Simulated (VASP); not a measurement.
Computed with PBE GGA, VASP's PBE PAW potentials (set 64) (plane waves; VASP).

VASP ran on this input.

KPOINTS:
```
Automatic mesh
0
Gamma
12 12 12
0 0 0
```

### INCAR
```
! general
SYSTEM =Sn
PREC   =Accurate
ENCUT  =400
LREAL  =F
LASPH  =T

! electronic loop
EDIFF  =1E-6   ! SCF stop (eV)
NELM   =100   ! most electronic steps
ALGO   =Normal   ! blocked Davidson
IMIX   =1
AMIX   =0.6
BMIX   =3.0
LMAXMIX=4

! smearing
ISMEAR =1   ! Methfessel-Paxton
SIGMA  =0.1   ! width (eV)

! functional
GGA    =PE   ! PBE

! ions
ISIF   =2   ! forces and stress, cell fixed

! output
LWAVE  =F
LCHARG =F
```

**POSCAR**
```
Sn
1
   -2.9150000000     2.9150000000     1.5900000000
    2.9150000000    -2.9150000000     1.5900000000
    2.9150000000     2.9150000000    -1.5900000000
Sn
2
Direct
  0.2500000000   0.7500000000   0.5000000000
  0.0000000000   0.0000000000   0.0000000000
```

POTCAR, in this order: Sn_d (PBE.64 set). Program: vasp_std.

Output of the run:

**OSZICAR**
```
       N       E                     dE             d eps       ncg     rms          rms(c)
DAV:   1     0.187470815911E+03    0.18747E+03   -0.13189E+04  5880   0.209E+03
DAV:   2     0.876332985864E+01   -0.17871E+03   -0.17686E+03  5880   0.410E+02
DAV:   3    -0.714216355047E+01   -0.15905E+02   -0.15716E+02  6762   0.131E+02
DAV:   4    -0.759423961269E+01   -0.45208E+00   -0.45114E+00  6674   0.243E+01
DAV:   5    -0.761132410638E+01   -0.17084E-01   -0.17084E-01  7900   0.422E+00    0.240E+00
DAV:   6    -0.759969964144E+01    0.11624E-01   -0.19402E-02  7530   0.211E+00    0.105E+00
DAV:   7    -0.759416444795E+01    0.55352E-02   -0.45468E-03  7598   0.100E+00    0.539E-01
DAV:   8    -0.759187257256E+01    0.22919E-02   -0.15078E-03  7576   0.577E-01    0.320E-01
DAV:   9    -0.759097078369E+01    0.90179E-03   -0.62472E-04  7538   0.369E-01    0.205E-01
DAV:  10    -0.759062654727E+01    0.34424E-03   -0.26648E-04  7474   0.236E-01    0.135E-01
DAV:  11    -0.759049746814E+01    0.12908E-03   -0.11664E-04  7460   0.155E-01    0.903E-02
DAV:  12    -0.759045005627E+01    0.47412E-04   -0.51295E-05  7434   0.100E-01    0.604E-02
DAV:  13    -0.759043312835E+01    0.16928E-04   -0.22718E-05  7434   0.663E-02    0.404E-02
DAV:  14    -0.759042741658E+01    0.57118E-05   -0.10102E-05  7444   0.435E-02    0.271E-02
DAV:  15    -0.759042570733E+01    0.17092E-05   -0.44598E-06  6194   0.289E-02    0.181E-02
DAV:  16    -0.759042534148E+01    0.36585E-06   -0.17818E-06  3184   0.192E-02
   1 F= -.75904253E+01 E0= -.75902735E+01  d E =-.455441E-03
```

OUTCAR:
```
------------------------ aborting loop because EDIFF is reached ----------------------------------------
  FORCE on cell =-STRESS in cart. coord.  units (eV):
  Direction    XX          YY          ZZ          XY          YZ          ZX
  --------------------------------------------------------------------------------------
  Total        0.8729422      0.8729422      0.7595204      0.0000000      0.0000000      0.0000000
  in kB       25.8798549     25.8798549     22.5172718      0.0000000      0.0000000      0.0000000
  external PRESSURE =      24.7589939 kB  Pullay stress =       0.0000000 kB
  volume of cell :       54.04
      direct lattice vectors                 reciprocal lattice vectors
    -2.915000000  2.915000000  1.590000000     0.000000000  0.171526587  0.314465409
     2.915000000 -2.915000000  1.590000000     0.171526587  0.000000000  0.314465409
     2.915000000  2.915000000 -1.590000000     0.171526587  0.171526587  0.000000000
 POSITION                                       TOTAL-FORCE (eV/Angst)
 -----------------------------------------------------------------------------------
      2.91500     -0.00000      0.79500        -0.000000      0.000000     -0.000000
      0.00000      0.00000      0.00000         0.000000     -0.000000      0.000000
 -----------------------------------------------------------------------------------
    total drift:                                0.000000     -0.000000      0.000000
  FREE ENERGIE OF THE ION-ELECTRON SYSTEM (eV)
  ---------------------------------------------------
  free  energy   TOTEN  =        -7.5904253415 eV

  energy  without entropy=       -7.5899699010  energy(sigma->0) =       -7.59027353
```
(Selected blocks of OUTCAR.)

The compound is Sn in the beta structure. The cell was not relaxed at this level. The run is one of a series of settings (AMIX = 0.6, BMIX = 3.0, IMIX = 1 against the base run), some of them coarse on purpose.
